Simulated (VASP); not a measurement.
Energy against volume of AuZn (CsCl type). All values below come from optB88-vdW, VASP's PBE PAW potentials (set 64) (plane waves; VASP).

| V (Å³/atom) | E (eV/atom) |
|---|---|
| 15.212 | 0.57874 |
| 15.698 | 0.55905 |
| 16.183 | 0.55244 |
| 16.669 | 0.55644 |
| 17.154 | 0.56920 |

**Question.** Fit a third-order Birch-Murnaghan equation of state.

**Answer.** 
volume per atom: 16.23 Å^3/atom
bulk modulus: 1150 kbar
pressure derivative of the bulk modulus: 5.73
lattice constant a: 3.190 Å

Measured: bulk modulus 131 GPa (computed value off by -12.1 %), as given by Niraj K. Nepal et al., Physical Review B (2020), arXiv:2007.11150. The calculation is for a static lattice, while the measured bulk modulus holds thermal and zero-point effects, which are part of the difference.

The compound is AuZn in the CsCl type structure. It was relaxed first.
